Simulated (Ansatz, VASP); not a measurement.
# Cross-check of SiO2 (Quartz high) between VASP and Ansatz, part 2 of 2

One calculation is typed for both programs; each brings its own data sets. How far apart do they land? The cell is taken from a series of runs on this material, whose earlier steps may have relaxed, scaled, displaced or heated it; both programs get it as it stands.

VASP 6.6.1 and Ansatz 0.2.0.

So far: The structure; VASP: G0W0 gap, LDA.

**3. Ansatz: G0W0 gap, LDA**

Level of this step: Ansatz beside VASP: Kohn-Sham DFT, plane waves, LDA (Ansatz).

Ansatz runs on its PAW soft_1 files.

The same cell, functional (in two slightly different forms) and mesh now go to Ansatz, which takes its cutoff from its data sets.

Input file input.yaml:

```yaml
crystal:
  lattice:
    - [5.013, 0.0, 0.0]
    - [-2.5065, 4.3413853492, 0.0]
    - [0.0, 0.0, 5.47]
  atoms:
    - { symbol: Si, position: [0.5, 0.5, 0.3333333333] }
    - { symbol: Si, position: [0.0, 0.5, 0.6666666667] }
    - { symbol: Si, position: [0.5, 0.0, 0.0] }
    - { symbol: O, position: [0.197, 0.803, 0.8333333333] }
    - { symbol: O, position: [0.394, 0.197, 0.1666666667] }
    - { symbol: O, position: [0.197, 0.394, 0.5] }
    - { symbol: O, position: [0.803, 0.197, 0.8333333333] }
    - { symbol: O, position: [0.606, 0.803, 0.1666666667] }
    - { symbol: O, position: [0.803, 0.606, 0.5] }
kpoints:
  mp_grid: { grid: [6, 6, 4] }
hamiltonian:
  xc: lda
  pseudopotentials: { kind: paw, azcp: { folder: soft_1 }, xc_functional: pbe }
scf:
  occupations: { method: fixed }
gw:
  n_empty_bands: 230
  ecut_chi: 90
  qp_bands: [v18, c3]
  screening: { model: contour_deformation }
```

The run is started by

```console
ansatz run input.yaml --threads 3 --pin off --max-ram 92160MiB --backend cuda --events-out ev --progress --plain --runs-dir out --devices 1 --max-vram 13GiB
```

Numbers of over 12 decimals in the logs are rounded to 6 here.

Log:

```text
GPUs: using 1 of 1 available (devices: 1).
Engine: ansatz 0.2.0, x86_64-unknown-linux-gnu
Pseudopotentials: kind: paw
Pseudopotential: Si, paw, valence charge 4, recommended cutoff 420 eV (normal), soft_1/Si.paw.azcp
Pseudopotential: O, paw, valence charge 6, recommended cutoff 420 eV (normal), soft_1/O.paw.azcp
Functional definition: SPW92
  exchange = slater_x
  correlation = pw_c
device memory: the entry about to start is reckoned to put 1.3 GiB on a device that reports 57.4 GiB free (of which the cap on the GPU budget leaves the run 13.0 GiB)
GPU FFT provider: cuFFT
GPU libraries: cuBLAS 13.8.2, cuFFT 12.4.0, cuSOLVER 12.3.4
Crystal: 9 atoms, lattice volume = 119.046 Å³
Basis set: ecut = 420 eV, 2317 PW (Γ)
Bands: 33, of which v1, the nominal top of the filled ones, is band 24 counted from 1 (23 counted from 0)
Symmetry: 12 space group operations
Space group: P6222 (ITA 180), of the structure as read, at distance tolerance 4.9e-5 Å
k-points: 21 of 144 (time reversal used)
Non-local potential: Si, projectors of the file, l = 0: 2, l = 1: 2, l = 2: 1
Non-local potential: O, projectors of the file, l = 0: 2, l = 1: 2, l = 2: 1
PAW form: soft (Blöchl's): semilocal exchange-correlation on the pseudo side does not see the compensation charge
PAW frozen core: Si, regenerated for the run's functional, and the local potential with it (the file was generated under x = pbe(κ = 0.804, μ = 0.219515), c = pbe(β = 0.066725))
PAW frozen core: O, regenerated for the run's functional, and the local potential with it (the file was generated under x = pbe(κ = 0.804, μ = 0.219515), c = pbe(β = 0.066725))
PAW one-centre angular grid: Si, 110 points (default); XC on 64 Gauss nodes
PAW one-centre angular grid: O, 110 points (default); XC on 64 Gauss nodes
Initial density: superposition of atomic densities (chi_scale 0.1, normalization cell, long waves kept (reshape's long-wave potential 0.03 eV rms))
Initial wavefunctions: pseudopotential atomic-orbital guess
GPU buffer pool allocated for 51840 grid points (all kernels)
GPU transforms: local potential and band sums: pruned to the plane-wave sphere, on 36×36×40
Functional: x = slater, c = lda
SCF iter   1: F=—  HF=-5172.592655 eV  |F-HF|=—  |Δ(HF+E_count)|=         —  Δρ=1.21e-1  dr2=1.59e1  ethr=3.10e-3  ⟨swp⟩=5.0  Hψ=3256  notcnv=0  defer=96
preconditioner: auto → Resta (q_TF=auto, 2.345 Å⁻¹)  ε∞=2.8  [insulator: Δε(μ)=6.929 eV  Ē_g=17.678 eV  n_scr=22 (ndim 8)  ℏωp=23.6 eV  f_vac=0.004  ε∞_Penn≈2.8]
SCF iter   2: F=—  HF=-5168.106145 eV  |F-HF|=—  |Δ(HF+E_count)|=    4.49e0  Δρ=4.17e-2  dr2=8.65e-1  ethr=3.10e-3  ⟨swp⟩=3.3  Hψ=1700  notcnv=0  defer=123
SCF iter   3: F=—  HF=-5167.909408 eV  |F-HF|=—  |Δ(HF+E_count)|=   1.97e-1  Δρ=2.02e-2  dr2=2.75e-1  ethr=1.80e-3  ⟨swp⟩=2.0  Hψ=670  notcnv=0  defer=143
SCF iter   4: F=—  HF=-5167.842830 eV  |F-HF|=—  |Δ(HF+E_count)|=   6.66e-2  Δρ=1.69e-3  dr2=2.88e-3  ethr=5.73e-4  ⟨swp⟩=2.8  Hψ=1106  notcnv=0  defer=144
SCF iter   5: F=—  HF=-5167.843895 eV  |F-HF|=—  |Δ(HF+E_count)|=   1.06e-3  Δρ=6.00e-4  dr2=3.51e-4  ethr=5.99e-6  ⟨swp⟩=2.2  Hψ=1389  notcnv=0  defer=139
SCF iter   6: F=—  HF=-5167.843888 eV  |F-HF|=—  |Δ(HF+E_count)|=   7.29e-6  Δρ=8.90e-5  dr2=1.05e-5  ethr=7.31e-7  ⟨swp⟩=2.0  Hψ=1098  notcnv=0  defer=133
SCF iter   7: F=—  HF=-5167.843890 eV  |F-HF|=—  |Δ(HF+E_count)|=   1.83e-6  Δρ=1.32e-5  dr2=1.63e-7  ethr=2.19e-8  ⟨swp⟩=2.8  Hψ=1317  notcnv=0  defer=72
SCF iter   8: F=-5167.843890 eV  HF=-5167.843890 eV  |F-HF|=7.61e-10  |Δ(HF+E_count)|=   7.32e-8  Δρ=2.50e-6  dr2=6.79e-9  ethr=2.08e-10  ⟨swp⟩=13.7  Hψ=3480  notcnv=0
SCF 1 converged in 8 iterations: F = -5167.843890 eV  dr2 = 6.79e-9
  greatest PAW one-centre occupation: 0.856 electrons in one spin orbital (limit 2), on the O atom at site 8 (counted from 0), in its partial waves of l = 0
device memory: the entry about to start is reckoned to put 1.3 GiB (of the 1.5 GiB reckoned in all, the device holds 0.1 GiB already) on a device that reports 55.5 GiB free (of which the cap on the GPU budget leaves the run 12.9 GiB)
NSCF: frozen V_eff on 21 k-points, pencils in batches of 32, up to order 132
the band table was solved once the SCF had ended and its energy, with any forces and stress, was formed, with the checks that follow a solve (3088 applications of the Hamiltonian). They found nothing against the state; the energy, forces and stress were not computed again (output.eigenvalues in the input reference)
device memory: the entry about to start is reckoned to put 4.8 GiB on a device that reports 54.6 GiB free (of which the cap on the GPU budget leaves the run 13.0 GiB)
NSCF: frozen V_eff on 21 k-points
G₀W₀ screening: q 1/21
[... further progress lines ...]
SCF converged after 8 iterations
Free energy (F): -5167.843890 eV
Harris-Foulkes:  -5167.843890 eV  (|F-HF|=7.61e-10)
Internal energy: -5167.843890 eV  (E = F + TS)
E sigma→0 (E₀):  -5167.843890 eV
Fermi energy:    1.762958 eV
--- Per-component energies (eV) ---
[...]
15    27     10.6885    -7.4935    -3.8000   -13.2726  0.8516    12.6952    12.6677  root
    16     7     -6.7556   -26.1768     5.2349   -19.0874  0.7633    -8.6655    -8.6102  root
    16     8     -5.6024   -26.3871     5.0035   -19.5701  0.7761    -7.4648    -7.4159  root
    16     9     -4.6649   -26.3575     4.8143   -19.7810  0.7846    -6.4697    -6.4270  root
    16    10     -3.8353   -26.1703     4.6906   -19.7644  0.7903    -5.5889    -5.5506  root
    16    11     -3.1664   -26.0778     4.5748   -19.8245  0.7942    -4.8796    -4.8449  root
    16    12     -2.6757   -26.5831     4.4708   -20.5124  0.7999    -4.3028    -4.2757  root
    16    13     -1.4591   -24.0768     4.5492   -17.7489  0.7909    -3.2774    -3.2378  root
    16    14     -1.3405   -24.3098     4.5824   -17.9592  0.7904    -3.1474    -3.1087  root
    16    15     -0.9721   -24.4905     4.4780   -18.3242  0.7951    -2.6928    -2.6604  root
    16    16     -0.4299   -25.0646     4.5029   -18.9180  0.7958    -2.1028    -2.0736  root
    16    17     -0.3046   -25.1827     4.5122   -19.0334  0.7956    -1.9704    -1.9416  root
    16    18      0.0321   -25.2982     4.4288   -19.2850  0.7982    -1.5779    -1.5523  root
    16    19      0.2258   -25.4784     4.4178   -19.5092  0.7991    -1.3494    -1.3255  root
    16    20      0.5252   -25.6895     4.4001   -19.7664  0.8001    -1.0201    -0.9977  root
    16    21      0.7657   -25.7857     4.3578   -19.9421  0.8018    -0.7409    -0.7202  root
    16    22      1.0123   -26.1703     4.3964   -20.3081  0.8015    -0.4733    -0.4535  root
    16    23      1.3074   -26.3966     4.3709   -20.6059  0.8026    -0.1304    -0.1123  root
    16    24      1.5691   -26.6326     4.3653   -20.8834  0.8031     0.1685     0.1852  root
    16    25      9.3554    -7.7707    -3.5091   -13.0764  0.8551    11.1731    11.1521  root
    16    26     10.3233    -7.7279    -3.7107   -13.3654  0.8518    12.2759    12.2500  root
    16    27     10.8877    -7.3813    -3.8923   -13.3173  0.8497    12.9619    12.9314  root
    17     7     -6.5519   -26.2735     5.1759   -19.2513  0.7661    -8.4508    -8.3981  root
    17     8     -5.6152   -26.3688     5.0058   -19.5487  0.7759    -7.4790    -7.4297  root
[...]
20    20      0.8365   -26.0269     4.3596   -20.2025  0.8023    -0.6480    -0.6282  root
    20    21      0.8472   -26.0293     4.3695   -20.1919  0.8023    -0.6405    -0.6206  root
    20    22      0.9299   -25.9346     4.3888   -20.0615  0.8010    -0.5752    -0.5544  root
    20    23      1.1270   -26.1620     4.3791   -20.3304  0.8018    -0.3448    -0.3254  root
    20    24      1.1270   -26.1620     4.3791   -20.3304  0.8018    -0.3448    -0.3254  root
    20    25     10.2498   -11.1146    -4.3018   -17.7788  0.8412    12.6533    12.6121  root
    20    26     10.5486    -5.9153    -3.5004   -11.1219  0.8585    12.2748    12.2548  root
    20    27     10.5486    -5.9153    -3.5004   -11.1219  0.8585    12.2748    12.2548  root
```

**4. Side by side**

Known differences besides the potentials themselves: the two LDA forms differ slightly; fixed occupations in Ansatz, narrow Gaussian smearing in VASP; the cutoff is 420 eV in Ansatz and 440 eV in VASP; VASP's log shows a relativistic correction to its local exchange, Ansatz's none; Ansatz integrates over frequency by contour deformation, VASP on a grid of NOMEGA points. Total energies have different zeros and are not compared.

The two programs side by side:

| quantity | Ansatz | VASP | difference |
| --- | --- | --- | --- |
| G0W0 gap on the mesh (eV) | 8.15 | 8.14 | +0.01 |
| Kohn-Sham gap under it (eV) | 5.33 | 5.33 | 0.00 |

**5. Results**

| Quantity | Value |
| --- | --- |
| difference in G0W0 gap on the mesh (G0W0 gap, LDA) | 0.013 eV |

**Reading.** The difference in G0W0 gap on the mesh is 0.013 eV (G0W0 gap, LDA). How closely two codes agree says nothing of how well the functional describes the real material.

[Lines on the potential files, build, host, timing and source positions are cut from VASP's logs without a mark.]

[Logs are printed without paths, hosts, clocks, repeated set-up lines and the standing remarks that a program may print on its own settings, such as how far it seeks lower states.]

[Hosts, paths, dates, database ids (printed as entryN), source tags and the programs' standing remarks are cut or masked in the printed files.]
